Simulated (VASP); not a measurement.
Calculation: PBE GGA, VASP's PBE PAW potentials (set 64) (plane waves; VASP 6.6.1).

The input files of a VASP run:

### KPOINTS
```
Automatic
0
G
 7 7 7
0 0 0
```

### POSCAR
```
SnTe
1
    0.0000000000     3.1600000000     3.1600000000
    3.1600000000     0.0000000000     3.1600000000
    3.1600000000     3.1600000000     0.0000000000
Sn Te
1 1
Direct
  0.0000000000   0.0000000000   0.0000000000
  0.5000000000   0.5000000000   0.5000000000
```

**INCAR**
```
SYSTEM=SnTe
PREC=Accurate; ENCUT=520; LREAL=.FALSE.
LASPH=.TRUE.
EDIFF=1E-6; NELM=100; ALGO=Normal
LMAXMIX=4
ISMEAR=0; SIGMA=0.05
GGA=PE
IBRION=2; NSW=60; ISIF=3
EDIFFG=-0.01
LWAVE=.FALSE.; LCHARG=.FALSE.
```

POTCAR, in this order: Sn_d Te (PBE.64 set). Program: vasp_std.

The run wrote:

**OSZICAR**
```
       N       E                     dE             d eps       ncg     rms          rms(c)
DAV:   1     0.123023594076E+03    0.12302E+03   -0.96198E+03   560   0.160E+03
DAV:   2     0.319379442554E+01   -0.11983E+03   -0.11723E+03   590   0.367E+02
DAV:   3    -0.731515647187E+01   -0.10509E+02   -0.10479E+02   746   0.993E+01
DAV:   4    -0.759395575743E+01   -0.27880E+00   -0.27871E+00   628   0.176E+01
DAV:   5    -0.760541475291E+01   -0.11459E-01   -0.11459E-01   846   0.338E+00    0.463E+00
DAV:   6    -0.755243291301E+01    0.52982E-01   -0.13525E-01   696   0.282E+00    0.293E+00
DAV:   7    -0.755382923240E+01   -0.13963E-02   -0.52212E-02   688   0.133E+00    0.803E-01
DAV:   8    -0.755404966397E+01   -0.22043E-03   -0.72064E-03   632   0.796E-01    0.173E-01
DAV:   9    -0.755417273830E+01   -0.12307E-03   -0.53432E-04   690   0.255E-01    0.295E-02
DAV:  10    -0.755417699719E+01   -0.42589E-05   -0.67711E-05   610   0.793E-02    0.182E-02
DAV:  11    -0.755418309179E+01   -0.60946E-05   -0.38729E-05   620   0.542E-02    0.248E-02
DAV:  12    -0.755418270877E+01    0.38302E-06   -0.29574E-06   662   0.129E-02
   1 F= -.75541827E+01 E0= -.75541827E+01  d E =-.755418E+01
       N       E                     dE             d eps       ncg     rms          rms(c)
DAV:   1    -0.796065197000E+01   -0.40647E+00   -0.94559E+00   680   0.528E+01    0.354E+00
DAV:   2    -0.765019578461E+01    0.31046E+00   -0.51314E-01   680   0.119E+01    0.154E+00
DAV:   3    -0.757077972849E+01    0.79416E-01   -0.24877E-01   702   0.755E+00    0.313E-01
DAV:   4    -0.756877433562E+01    0.20054E-02   -0.62661E-03   566   0.834E-01    0.302E-01
DAV:   5    -0.756750372674E+01    0.12706E-02   -0.11006E-03   798   0.275E-01    0.675E-02
DAV:   6    -0.756747970948E+01    0.24017E-04   -0.12769E-04   692   0.191E-01    0.196E-02
DAV:   7    -0.756747924354E+01    0.46594E-06   -0.50925E-06   590   0.238E-02
   2 F= -.75674792E+01 E0= -.75674792E+01  d E =-.132965E-01
       N       E                     dE             d eps       ncg     rms          rms(c)
DAV:   1    -0.757998978770E+01   -0.12510E-01   -0.26793E-01   680   0.825E+00    0.620E-01
DAV:   2    -0.757049540204E+01    0.94944E-02   -0.16230E-02   680   0.213E+00    0.265E-01
DAV:   3    -0.756819897289E+01    0.22964E-02   -0.70837E-03   686   0.129E+00    0.561E-02
DAV:   4    -0.756814617301E+01    0.52800E-04   -0.18215E-04   606   0.142E-01    0.512E-02
DAV:   5    -0.756811947922E+01    0.26694E-04   -0.30090E-05   802   0.440E-02    0.117E-02
DAV:   6    -0.756811933016E+01    0.14906E-06   -0.29040E-06   470   0.293E-02
   3 F= -.75681193E+01 E0= -.75681193E+01  d E =-.139366E-01
```

OUTCAR:
```
------------------------ aborting loop because EDIFF is reached ----------------------------------------
  FORCE on cell =-STRESS in cart. coord.  units (eV):
  Direction    XX          YY          ZZ          XY          YZ          ZX
  --------------------------------------------------------------------------------------
  Total       -0.0069948     -0.0069948     -0.0069948      0.0000000      0.0000000     -0.0000000
  in kB       -0.1704863     -0.1704863     -0.1704863      0.0000000      0.0000000     -0.0000000
  external PRESSURE =      -0.1704863 kB  Pullay stress =       0.0000000 kB
  volume of cell :       65.74
      direct lattice vectors                 reciprocal lattice vectors
     0.000000000  3.203237694  3.203237694    -0.156092069  0.156092069  0.156092069
     3.203237694  0.000000000  3.203237694     0.156092069 -0.156092069  0.156092069
     3.203237694  3.203237694 -0.000000000     0.156092069  0.156092069 -0.156092069
 POSITION                                       TOTAL-FORCE (eV/Angst)
 -----------------------------------------------------------------------------------
      0.00000      0.00000      0.00000        -0.000000      0.000000     -0.000000
      3.20324      3.20324      3.20324         0.000000     -0.000000      0.000000
 -----------------------------------------------------------------------------------
    total drift:                               -0.000000      0.000000      0.000000
  FREE ENERGIE OF THE ION-ELECTRON SYSTEM (eV)
  ---------------------------------------------------
  free  energy   TOTEN  =        -7.5681193302 eV

  energy  without entropy=       -7.5681193302  energy(sigma->0) =       -7.56811933

 reached required accuracy - stopping structural energy minimisation
```
(Selected blocks of OUTCAR.)

File CONTCAR:
```
SnTe
   1.00000000000000
     0.0000000000000000    3.2032376944911780    3.2032376944911780
     3.2032376944911780    0.0000000000000000    3.2032376944911780
     3.2032376944911780    3.2032376944911780   -0.0000000000000000
  Sn              Te
     1     1
Direct
     0.0000000000000000    0.0000000000000000    0.0000000000000000
     0.5000000000000000    0.5000000000000000    0.5000000000000000
```

Energy and stress use the plane-wave basis of the starting cell.

The compound is SnTe in the rock salt structure, which distorts at low temperature. This run relaxes it. Symmetry was kept, so distortions that lower it aren't found.
